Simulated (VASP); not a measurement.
Level of theory: PBEsol GGA, VASP's PBE PAW potentials (set 64) (plane waves; VASP 6.6.1).

VASP ran on this input.

POSCAR:
```
YSb
1.0
  0.0000000000   3.7989650000   3.7989650000
  3.7989650000   0.0000000000   3.7989650000
  3.7989650000   3.7989650000   0.0000000000
Y Sb
1 1
Cart
  0.0000000000   0.0000000000   0.0000000000
  1.8994825000   1.8994825000   1.8994825000
```

File KPOINTS:
```
Automatic mesh
0
Gamma
8 8 8
0 0 0
```

**INCAR**
```
SYSTEM = YSb
PREC = Accurate
ENCUT = 400
EDIFF = 1E-6
NELM = 100
ALGO = Normal
LREAL = .FALSE.
LASPH = .TRUE.
ISMEAR = 1
SIGMA = 0.1
GGA = PS
LMAXMIX = 4
LWAVE = .FALSE.
LCHARG = .FALSE.
IBRION = 2
ISIF = 3
NSW = 60
EDIFFG = -0.01
```

POTCAR, in this order: Y_sv Sb (PBE.64 set). Program: vasp_std.

Output

File OUTCAR:
```
 ion  position               nearest neighbor table
   1  0.000  0.000  0.000-   2 3.29   2 3.29   2 3.29   2 3.29
   2  0.250  0.250  0.250-   1 3.29   1 3.29   1 3.29   1 3.29
  LATTYP: Found a face centered cubic cell.
 ALAT       =     7.5979300000
 Subroutine PRICEL returns:
 Original cell was already a primitive cell.
 Subroutine GETGRP returns: Found 24 space group operations
The static configuration has the point symmetry T_d .
The dynamic configuration has the point symmetry T_d .
 Subroutine INISYM returns: Found 24 space group operations
 Subroutine IBZKPT returns following result:
 Found     29 irreducible k-points:

 Following reciprocal coordinates:
            Coordinates               Weight
  0.000000  0.000000  0.000000      1.000000
  0.125000  0.000000  0.000000      8.000000
  0.250000  0.000000  0.000000      8.000000
  0.375000  0.000000  0.000000      8.000000
  0.500000  0.000000  0.000000      4.000000
  0.125000  0.125000  0.000000      6.000000
  0.250000  0.125000  0.000000     24.000000
  0.375000  0.125000  0.000000     24.000000
  0.500000  0.125000  0.000000     24.000000
 -0.375000  0.125000  0.000000     24.000000
 -0.250000  0.125000  0.000000     24.000000
 -0.125000  0.125000  0.000000     12.000000
  0.250000  0.250000  0.000000      6.000000
  0.375000  0.250000  0.000000     24.000000
  0.500000  0.250000  0.000000     24.000000
 -0.375000  0.250000  0.000000     24.000000
 -0.250000  0.250000  0.000000     12.000000
  0.375000  0.375000  0.000000      6.000000
  0.500000  0.375000  0.000000     24.000000
 -0.375000  0.375000  0.000000     12.000000
  0.500000  0.500000  0.000000      3.000000
  0.375000  0.250000  0.125000     24.000000
  0.500000  0.250000  0.125000     48.000000
 -0.375000  0.250000  0.125000     24.000000
  0.500000  0.375000  0.125000     24.000000
 -0.375000  0.375000  0.125000     48.000000
 -0.250000  0.375000  0.125000     24.000000
 -0.375000  0.500000  0.125000     12.000000
 -0.250000  0.500000  0.250000      6.000000
   k-points           NKPTS =     29   k-points in BZ     NKDIM =     29   number of bands    NBANDS=     12
   number of dos      NEDOS =    301   number of ions     NIONS =      2
   total plane-waves  NPLWV =  46656
   dimension x,y,z NGX =    36 NGY =   36 NGZ =   36
   dimension x,y,z NGXF=    72 NGYF=   72 NGZF=   72
   ions per type =               1   1
   PREC   = accura    normal or accurate (medium, high low for compatibility)
   ISTART =      0    job   : 0-new  1-cont  2-samecut
   ICHARG =      2    charge: 1-file 2-atom 10-const
   ISPIN  =      1    spin polarized calculation?
   LNONCOLLINEAR =      F non collinear calculations
   LSORBIT =      F    spin-orbit coupling
   INIWAV =      1    electr: 0-lowe 1-rand  2-diag
   ENCUT  =  400.0 eV  29.40 Ry    5.42 a.u.   8.76  8.76  8.76*2*pi/ulx,y,z
   NELM   =    100;   NELMIN=  2; NELMDL= -5     # of ELM steps
   EDIFF  = 0.1E-05   stopping-criterion for ELM
   LREAL  =      F    real-space projection
   NLSPLINE    = F    spline interpolate recip. space projectors
   LMAXMIX     =    4 max onsite mixed and CHGCAR
   VOSKOWN=      0    Vosko Wilk Nusair interpolation
   EDIFFG = -.1E-01   stopping-criterion for IOM
   NSW    =     60    number of steps for IOM
   NBLOCK =      1;   KBLOCK =     60    inner block; outer block
   IBRION =      2    ionic relax: 0-MD 1-quasi-New 2-CG
   NFREE  =      1    steps in history (QN), initial steepest desc. (CG)
   ISIF   =      3    stress and relaxation
   ISYM   =      2    0-nonsym 1-usesym 2-fastsym
   TEIN   =    0.0    initial temperature
   TEBEG  =    0.0;   TEEND  =   0.0 temperature during run
   SMASS  =  -3.00    Nose mass-parameter (am)
...
```

### OSZICAR
```
...
DAV:   8    -0.124657808476E+02    0.67735E-03   -0.26725E-03   820   0.378E-01    0.726E-02
DAV:   9    -0.124658287697E+02   -0.47922E-04   -0.28456E-04  1064   0.131E-01    0.282E-02
DAV:  10    -0.124658269160E+02    0.18537E-05   -0.37603E-06   884   0.129E-02    0.187E-02
DAV:  11    -0.124658255427E+02    0.13733E-05   -0.11742E-05  1040   0.260E-02    0.650E-03
DAV:  12    -0.124658255242E+02    0.18526E-07   -0.14965E-06   636   0.120E-02
   2 F= -.12465826E+02 E0= -.12466642E+02  d E =-.755019E+00
       N       E                     dE             d eps       ncg     rms          rms(c)
DAV:   1    -0.126491947272E+02   -0.18337E+00   -0.34065E+00   840   0.140E+01    0.274E+00
DAV:   2    -0.125342169263E+02    0.11498E+00   -0.49520E-01   840   0.586E+00    0.175E+00
DAV:   3    -0.124788984014E+02    0.55319E-01   -0.24024E-01  1148   0.304E+00    0.146E+00
DAV:   4    -0.124848371553E+02   -0.59388E-02   -0.23283E-02   824   0.135E+00    0.619E-01
DAV:   5    -0.124871752285E+02   -0.23381E-02   -0.15606E-02  1272   0.533E-01    0.173E-01
DAV:   6    -0.124876942130E+02   -0.51898E-03   -0.90594E-04  1012   0.186E-01    0.110E-01
DAV:   7    -0.124878419601E+02   -0.14775E-03   -0.28994E-04  1180   0.966E-02    0.364E-02
DAV:   8    -0.124878384164E+02    0.35436E-05   -0.40941E-05   796   0.507E-02    0.696E-03
DAV:   9    -0.124878378144E+02    0.60200E-06   -0.33251E-06   924   0.163E-02
   3 F= -.12487838E+02 E0= -.12488798E+02  d E =-.777031E+00
       N       E                     dE             d eps       ncg     rms          rms(c)
DAV:   1    -0.124912864931E+02   -0.34481E-02   -0.74840E-02   880   0.203E+00    0.413E-01
DAV:   2    -0.124884390968E+02    0.28474E-02   -0.93187E-03   860   0.839E-01    0.243E-01
DAV:   3    -0.124874256721E+02    0.10134E-02   -0.55032E-03  1112   0.440E-01    0.205E-01
DAV:   4    -0.124875444924E+02   -0.11882E-03   -0.48610E-04   812   0.190E-01    0.772E-02
DAV:   5    -0.124875904969E+02   -0.46004E-04   -0.24870E-04  1340   0.737E-02    0.274E-02
DAV:   6    -0.124876021969E+02   -0.11700E-04   -0.24612E-05  1148   0.281E-02    0.148E-02
DAV:   7    -0.124876037680E+02   -0.15711E-05   -0.47367E-06  1052   0.135E-02    0.416E-03
DAV:   8    -0.124876035588E+02    0.20922E-06   -0.52635E-07   460   0.553E-03
   4 F= -.12487604E+02 E0= -.12488587E+02  d E =-.776797E+00
       N       E                     dE             d eps       ncg     rms          rms(c)
DAV:   1    -0.124876209615E+02   -0.17193E-04   -0.45519E-05   892   0.490E-02    0.919E-03
DAV:   2    -0.124876193098E+02    0.16517E-05   -0.54123E-06   816   0.187E-02    0.567E-03
DAV:   3    -0.124876187050E+02    0.60478E-06   -0.29075E-06   764   0.105E-02
   5 F= -.12487619E+02 E0= -.12488601E+02  d E =-.151462E-04
       N       E                     dE             d eps       ncg     rms          rms(c)
DAV:   1    -0.124876820116E+02   -0.62702E-04   -0.39809E-04   804   0.152E-01    0.284E-02
DAV:   2    -0.124876674702E+02    0.14541E-04   -0.51449E-05   848   0.640E-02    0.180E-02
DAV:   3    -0.124876614745E+02    0.59958E-05   -0.30273E-05  1136   0.333E-02    0.161E-02
DAV:   4    -0.124876625095E+02   -0.10350E-05   -0.29374E-06   800   0.154E-02    0.657E-03
DAV:   5    -0.124876632078E+02   -0.69824E-06   -0.87749E-07   488   0.579E-03
   6 F= -.12487663E+02 E0= -.12488644E+02  d E =-.596489E-04
       N       E                     dE             d eps       ncg     rms          rms(c)
DAV:   1    -0.124876639794E+02   -0.14699E-05   -0.54896E-07   356   0.405E-03    0.927E-04
DAV:   2    -0.124876640405E+02   -0.61059E-07   -0.23924E-07   348   0.280E-03
   7 F= -.12487664E+02 E0= -.12488645E+02  d E =-.832738E-06
       N       E                     dE             d eps       ncg     rms          rms(c)
DAV:   1    -0.124876657667E+02   -0.17872E-05   -0.50693E-07   348   0.608E-03    0.943E-04
DAV:   2    -0.124876657855E+02   -0.18851E-07   -0.49199E-08   348   0.199E-03
   8 F= -.12487666E+02 E0= -.12488647E+02  d E =-.257777E-05
       N       E                     dE             d eps       ncg     rms          rms(c)
DAV:   1    -0.124876692221E+02   -0.34555E-05   -0.17544E-06   436   0.111E-02    0.184E-03
DAV:   2    -0.124876691708E+02    0.51323E-07   -0.22684E-07   348   0.423E-03
   9 F= -.12487669E+02 E0= -.12488650E+02  d E =-.596305E-05
       N       E                     dE             d eps       ncg     rms          rms(c)
DAV:   1    -0.124876762149E+02   -0.69927E-05   -0.87811E-06   956   0.217E-02    0.473E-03
DAV:   2    -0.124876756868E+02    0.52804E-06   -0.79894E-07   364   0.868E-03
  10 F= -.12487676E+02 E0= -.12488656E+02  d E =-.124791E-04
       N       E                     dE             d eps       ncg     rms          rms(c)
DAV:   1    -0.124876900632E+02   -0.13848E-04   -0.30442E-05   760   0.429E-02    0.831E-03
DAV:   2    -0.124876886396E+02    0.14236E-05   -0.35271E-06   776   0.157E-02    0.564E-03
DAV:   3    -0.124876881785E+02    0.46108E-06   -0.28641E-06   760   0.101E-02
  11 F= -.12487688E+02 E0= -.12488668E+02  d E =-.249707E-04
       N       E                     dE             d eps       ncg     rms          rms(c)
DAV:   1    -0.124877200995E+02   -0.31460E-04   -0.16557E-04   800   0.994E-02    0.177E-02
DAV:   2    -0.124877143715E+02    0.57279E-05   -0.21792E-05   840   0.415E-02    0.118E-02
DAV:   3    -0.124877118108E+02    0.25607E-05   -0.12804E-05  1132   0.217E-02    0.107E-02
DAV:   4    -0.124877123244E+02   -0.51355E-06   -0.12310E-06   588   0.105E-02
  12 F= -.12487712E+02 E0= -.12488691E+02  d E =-.491166E-04
       N       E                     dE             d eps       ncg     rms          rms(c)
DAV:   1    -0.124877876528E+02   -0.75842E-04   -0.64060E-04   812   0.191E-01    0.381E-02
DAV:   2    -0.124877620302E+02    0.25623E-04   -0.80328E-05   848   0.816E-02    0.225E-02
DAV:   3    -0.124877529221E+02    0.91081E-05   -0.49581E-05  1124   0.420E-02    0.199E-02
DAV:   4    -0.124877545363E+02   -0.16142E-05   -0.45569E-06   808   0.183E-02    0.745E-03
DAV:   5    -0.124877554175E+02   -0.88121E-06   -0.13682E-06   668   0.728E-03
  13 F= -.12487755E+02 E0= -.12488732E+02  d E =-.922097E-04
       N       E                     dE             d eps       ncg     rms          rms(c)
DAV:   1    -0.124879431349E+02   -0.18860E-03   -0.25924E-03   812   0.384E-01    0.751E-02
DAV:   2    -0.124878479506E+02    0.95184E-04   -0.33087E-04   848   0.160E-01    0.449E-02
DAV:   3    -0.124878104449E+02    0.37506E-04   -0.18936E-04  1140   0.833E-02    0.394E-02
DAV:   4    -0.124878154988E+02   -0.50539E-05   -0.17251E-05   804   0.360E-02    0.154E-02
DAV:   5    -0.124878182975E+02   -0.27987E-05   -0.86726E-06  1284   0.140E-02    0.510E-03
DAV:   6    -0.124878191444E+02   -0.84693E-06   -0.10333E-06   560   0.566E-03
  14 F= -.12487819E+02 E0= -.12488791E+02  d E =-.155937E-03
       N       E                     dE             d eps       ncg     rms          rms(c)
DAV:   1    -0.124883818912E+02   -0.56359E-03   -0.10787E-02   852   0.773E-01    0.156E-01
DAV:   2    -0.124879687383E+02    0.41315E-03   -0.13078E-03   848   0.322E-01    0.913E-02
DAV:   3    -0.124878239350E+02    0.14480E-03   -0.81970E-04  1104   0.170E-01    0.784E-02
DAV:   4    -0.124878432384E+02   -0.19303E-04   -0.71710E-05   812   0.728E-02    0.291E-02
DAV:   5    -0.124878524606E+02   -0.92222E-05   -0.32992E-05  1332   0.277E-02    0.105E-02
DAV:   6    -0.124878551922E+02   -0.27316E-05   -0.39608E-06  1008   0.109E-02    0.551E-03
DAV:   7    -0.124878561595E+02   -0.96729E-06   -0.61449E-07   504   0.542E-03
  15 F= -.12487856E+02 E0= -.12488820E+02  d E =-.192952E-03
```

**OUTCAR**
```
------------------------ aborting loop because EDIFF is reached ----------------------------------------
  FORCE on cell =-STRESS in cart. coord.  units (eV):
  Direction    XX          YY          ZZ          XY          YZ          ZX
  --------------------------------------------------------------------------------------
  Total        0.0109724      0.0109724      0.0109724      0.0000000      0.0000000     -0.0000000
  in kB        0.2176383      0.2176383      0.2176383      0.0000000      0.0000000     -0.0000000
  external PRESSURE =       0.2176383 kB  Pullay stress =       0.0000000 kB
  volume of cell :       80.77
      direct lattice vectors                 reciprocal lattice vectors
    -0.000000000  3.430959852  3.430959852    -0.145731813  0.145731813  0.145731813
     3.430959852  0.000000000  3.430959852     0.145731813 -0.145731813  0.145731813
     3.430959852  3.430959852 -0.000000000     0.145731813  0.145731813 -0.145731813
 POSITION                                       TOTAL-FORCE (eV/Angst)
 -----------------------------------------------------------------------------------
      0.00000      0.00000      0.00000        -0.000000     -0.000000     -0.000000
      1.71548      1.71548      1.71548         0.000000      0.000000      0.000000
 -----------------------------------------------------------------------------------
    total drift:                                0.000000      0.000000      0.000000
  FREE ENERGIE OF THE ION-ELECTRON SYSTEM (eV)
  ---------------------------------------------------
  free  energy   TOTEN  =       -12.4878561595 eV

  energy  without entropy=      -12.4907477217  energy(sigma->0) =      -12.48882001

 reached required accuracy - stopping structural energy minimisation
```
(Selected blocks of OUTCAR.)

### CONTCAR
```
YSb
   1.00000000000000
    -0.0000000000000000    3.4309598524593570    3.4309598524593570
     3.4309598524593574    0.0000000000000000    3.4309598524593570
     3.4309598524593574    3.4309598524593570   -0.0000000000000000
  Y               Sb
     1     1
Direct
     0.0000000000000000    0.0000000000000000    0.0000000000000000
     0.2500000000000000    0.2500000000000000    0.2500000000000000
```

Energy and stress use the plane-wave basis of the starting cell.

The structure was generated: YSb was put into the zinc blende type (F-43m), which need not be its known phase. This run relaxes it. Symmetry was kept, so distortions that lower it aren't found.
